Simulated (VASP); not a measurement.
OSZICAR of a VASP run on WSe₂ (2H layered):

### OSZICAR
```
       N       E                     dE             d eps       ncg     rms          rms(c)
DAV:   1     0.492137043826E+03    0.49214E+03   -0.27141E+04  1120   0.154E+03
DAV:   2    -0.175330408721E+02   -0.50967E+03   -0.49797E+03  1185   0.415E+02
DAV:   3    -0.496688540305E+02   -0.32136E+02   -0.31233E+02  1246   0.930E+01
DAV:   4    -0.504261599772E+02   -0.75731E+00   -0.75477E+00  1226   0.146E+01
DAV:   5    -0.504412501896E+02   -0.15090E-01   -0.15084E-01  1249   0.202E+00    0.317E+01
DAV:   6    -0.489014540043E+02    0.15398E+01   -0.93639E+00  1144   0.172E+01    0.116E+01
DAV:   7    -0.486695681220E+02    0.23189E+00   -0.42304E+00  1119   0.869E+00    0.568E+00
DAV:   8    -0.484947106449E+02    0.17486E+00   -0.70817E-01  1266   0.465E+00    0.125E+00
DAV:   9    -0.484948119151E+02   -0.10127E-03   -0.64342E-02  1266   0.124E+00    0.704E-01
DAV:  10    -0.484931100083E+02    0.17019E-02   -0.18386E-02  1272   0.875E-01    0.202E-01
DAV:  11    -0.484929713649E+02    0.13864E-03   -0.26228E-03  1194   0.302E-01    0.144E-01
DAV:  12    -0.484929313999E+02    0.39965E-04   -0.10693E-04  1252   0.585E-02    0.944E-02
DAV:  13    -0.484929116389E+02    0.19761E-04   -0.13304E-04  1193   0.628E-02    0.433E-03
DAV:  14    -0.484929122072E+02   -0.56823E-06   -0.45949E-06  1062   0.124E-02
   1 F= -.48492912E+02 E0= -.48492912E+02  d E =-.484929E+02
       N       E                     dE             d eps       ncg     rms          rms(c)
DAV:   1    -0.484947284457E+02   -0.18168E-02   -0.46306E-02  1034   0.162E+00    0.318E-01
DAV:   2    -0.484934732834E+02    0.12552E-02   -0.94246E-03  1150   0.615E-01    0.117E-01
DAV:   3    -0.484932221586E+02    0.25112E-03   -0.10025E-03  1141   0.142E-01    0.444E-02
DAV:   4    -0.484931642264E+02    0.57932E-04   -0.19810E-04  1139   0.830E-02    0.342E-02
DAV:   5    -0.484931613913E+02    0.28351E-05   -0.21896E-05  1293   0.277E-02    0.200E-02
DAV:   6    -0.484931586885E+02    0.27028E-05   -0.11417E-05  1084   0.156E-02    0.376E-03
DAV:   7    -0.484931585642E+02    0.12437E-06   -0.17039E-06   650   0.802E-03
   2 F= -.48493159E+02 E0= -.48493159E+02  d E =-.246357E-03
       N       E                     dE             d eps       ncg     rms          rms(c)
DAV:   1    -0.484950996468E+02   -0.19410E-02   -0.54915E-02  1028   0.177E+00    0.338E-01
DAV:   2    -0.484936414822E+02    0.14582E-02   -0.11121E-02  1115   0.665E-01    0.126E-01
DAV:   3    -0.484933439262E+02    0.29756E-03   -0.11707E-03  1114   0.154E-01    0.487E-02
DAV:   4    -0.484932751061E+02    0.68820E-04   -0.23522E-04  1090   0.898E-02    0.375E-02
DAV:   5    -0.484932718686E+02    0.32375E-05   -0.26459E-05  1293   0.305E-02    0.222E-02
DAV:   6    -0.484932685331E+02    0.33355E-05   -0.13760E-05  1108   0.172E-02    0.420E-03
DAV:   7    -0.484932683741E+02    0.15902E-06   -0.20793E-06   679   0.872E-03
   3 F= -.48493268E+02 E0= -.48493268E+02  d E =-.356167E-03
       N       E                     dE             d eps       ncg     rms          rms(c)
DAV:   1    -0.484933725729E+02   -0.10404E-03   -0.16995E-03  1013   0.244E-01    0.300E-02
DAV:   2    -0.484933530687E+02    0.19504E-04   -0.18516E-04  1114   0.821E-02    0.162E-02
DAV:   3    -0.484933498556E+02    0.32131E-05   -0.97618E-06  1073   0.163E-02    0.907E-03
DAV:   4    -0.484933485079E+02    0.13477E-05   -0.46458E-06   926   0.105E-02    0.378E-03
DAV:   5    -0.484933484915E+02    0.16444E-07   -0.30352E-07   580   0.390E-03
   4 F= -.48493348E+02 E0= -.48493348E+02  d E =-.801174E-04
       N       E                     dE             d eps       ncg     rms          rms(c)
DAV:   1    -0.484937875213E+02   -0.43901E-03   -0.15245E-02   992   0.729E-01    0.902E-02
DAV:   2    -0.484936114280E+02    0.17609E-03   -0.16408E-03  1106   0.245E-01    0.486E-02
DAV:   3    -0.484935822360E+02    0.29192E-04   -0.85930E-05  1179   0.485E-02    0.273E-02
DAV:   4    -0.484935699940E+02    0.12242E-04   -0.41601E-05  1129   0.300E-02    0.111E-02
DAV:   5    -0.484935697599E+02    0.23408E-06   -0.33211E-06   935   0.110E-02
   5 F= -.48493570E+02 E0= -.48493570E+02  d E =-.301386E-03
       N       E                     dE             d eps       ncg     rms          rms(c)
DAV:   1    -0.484948007212E+02   -0.12307E-02   -0.61142E-02   992   0.146E+00    0.180E-01
DAV:   2    -0.484940925725E+02    0.70815E-03   -0.65683E-03  1085   0.490E-01    0.971E-02
DAV:   3    -0.484939757460E+02    0.11683E-03   -0.34454E-04  1179   0.971E-02    0.545E-02
DAV:   4    -0.484939266479E+02    0.49098E-04   -0.16732E-04  1108   0.601E-02    0.222E-02
DAV:   5    -0.484939257641E+02    0.88377E-06   -0.14171E-05  1279   0.222E-02    0.159E-02
DAV:   6    -0.484939253811E+02    0.38307E-06   -0.34801E-06   984   0.100E-02
   6 F= -.48493925E+02 E0= -.48493925E+02  d E =-.657007E-03
       N       E                     dE             d eps       ncg     rms          rms(c)
DAV:   1    -0.484977726820E+02   -0.38469E-02   -0.24362E-01   992   0.292E+00    0.360E-01
DAV:   2    -0.484949423173E+02    0.28304E-02   -0.26787E-02  1085   0.981E-01    0.193E-01
DAV:   3    -0.484944739182E+02    0.46840E-03   -0.14114E-03  1158   0.195E-01    0.107E-01
DAV:   4    -0.484942812165E+02    0.19270E-03   -0.65389E-04  1122   0.119E-01    0.442E-02
DAV:   5    -0.484942776142E+02    0.36022E-05   -0.56395E-05  1272   0.443E-02    0.318E-02
DAV:   6    -0.484942760815E+02    0.15327E-05   -0.13759E-05  1088   0.197E-02    0.907E-03
DAV:   7    -0.484942753344E+02    0.74710E-06   -0.32681E-06   919   0.857E-03
   7 F= -.48494275E+02 E0= -.48494275E+02  d E =-.100696E-02
```

Task: Which electronic solver shows in the log?

Result: It is blocked Davidson (ALGO = Normal, or the opening steps of other solvers). The INCAR had ALGO = Normal.

Task: Can the final energy be trusted as converged?

Result: The calculation finished and met its thresholds. It stopped with EDIFF = 1E-6, NELM = 100, NSW = 60 and EDIFFG = -0.02 after 7 ionic steps (LDA (Ceperley-Alder, Perdew-Zunger), plane waves, VASP's LDA PAW potentials (set 64)).

The compound is WSe2 in the 2H layered structure. This run relaxes it. Symmetry was kept, so distortions that lower it aren't found. The start is the result of an earlier pass.
